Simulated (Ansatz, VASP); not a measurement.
# One calculation of SiAs5, two programs

```
Si As
1.0
     5.18193    0.00000    0.00000
    -2.59097    4.48769    0.00000
     0.00000    0.00000    5.41521
Si As
1 5
Direct
  0.00000 0.00000 0.00000
  0.50000 0.00000 0.50000
  0.50000 0.50000 0.50000
  0.00000 0.50000 0.50000
  0.33333 0.66667 0.00000
  0.66667 0.33333 0.00000
```

Change from the starting cell: species swapped into the YFe5 type (P6/mmm, No. 191).

Alike in both runs: functional PBE; k mesh 3 × 3 × 4; occupations gaussian, width 0.1 eV; no spin polarisation.

Ansatz relaxed the structure, and its values are those at the end. VASP's run is a single point on that final structure, the one shown.

```csv
,VASP,Ansatz
version,VASP 6.6.1,Ansatz 0.2.0
potentials or method,"VASP PAW PBE potentials, release 64 (Si, As)","scalar-relativistic, plane waves, PAW"
plane-wave cutoff (eV),520,420
valence electrons in the cell,29,79
```

|  | VASP | Ansatz | Ansatz less VASP |
| --- | --- | --- | --- |
| gap on the k mesh at the Fermi level (eV) | none | none | - |
| pressure (GPa) | 0.2 | 0.0 | -0.13 |

A gap of «none» marks a metal or a gap that the smearing closes. The functional is the same, so the differences come from potentials, cutoffs and numerics. The two sets of potentials don't hold the same shells in valence.

Caveats: the k mesh is coarse (spacing up to 0.47 Å⁻¹), so the values aren't converged.
